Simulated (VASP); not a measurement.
Crystal: C.

```
C
1.0
     2.46100    0.00000    0.00000
    -1.23050    2.13129    0.00000
     0.00000    0.00000    6.70800
C
4
Direct
  0.00000 0.00000 0.25000
  0.33333 0.66667 0.25000
  0.00000 0.00000 0.75000
  0.66667 0.33333 0.75000
```

The cell was built by a generator and needn't be a form met in nature.

Base run:

- Program: VASP 6.6.1
- Functional: SCAN
- Potentials or basis: VASP PAW PBE potentials, release 64 (C)
- Cutoff: 520 eV
- k mesh: 16 × 16 × 4
- Occupations: fermi-dirac, width 0.05 eV
- Spin: no spin polarisation

Its results: band gap on the k mesh 0.59 eV, direct; pressure -2.4 GPa.

**Question.** After a change of settings the same cell gave: band gap on the k mesh 0.55 eV, direct; pressure 2.0 GPa. Which change was it?
A. functional from SCAN to vdW-DF
B. functional from SCAN to vdW-DF2
C. functional from SCAN to r2SCAN; dispersion from none to rVV10
D. functional from SCAN to optB86b-vdW

**Answer.** D.

Caveats: the PAW data sets were made with another functional, which shifts forces and pressure a little.
